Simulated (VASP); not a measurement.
Here is the system:

```
CELL_PARAMETERS angstrom
      0.00000     2.01699     2.01699
      2.01699     0.00000     2.01699
      2.01699     2.01699     0.00000
ATOMIC_POSITIONS crystal
  Al 0.00000 0.00000 0.00000
  N  0.50000 0.50000 0.50000
```

These are r2SCAN meta-GGA, VASP's PBE PAW potentials (set 64) (plane waves; VASP) values and carry that method's errors. Settings: 520 eV cut-off, 13×13×13 Γ-centred mesh, tetrahedra with Blöchl corrections, potentials Al N.

Question: Give the energies of bands 2 to 6 at the high-symmetry points, in eV from the valence-band maximum.

Answer: 
```csv
band,Γ,X,U,L,W
2,0.00,-7.59,-6.71,-8.49,-5.86
3,0.00,-2.91,-5.57,-1.17,-5.86
4,0.00,-2.91,-2.41,-1.17,-3.97
5,6.62,5.55,6.75,6.96,9.12
6,12.94,5.97,10.21,11.96,11.71
```

The gap is indirect, 5.56 eV, from the valence maximum at Γ to the conduction minimum at X.

The structure was generated: AlN was put into the rock salt type (Fm-3m), which need not be its known phase. It was relaxed first, which changed the volume by -8 %.
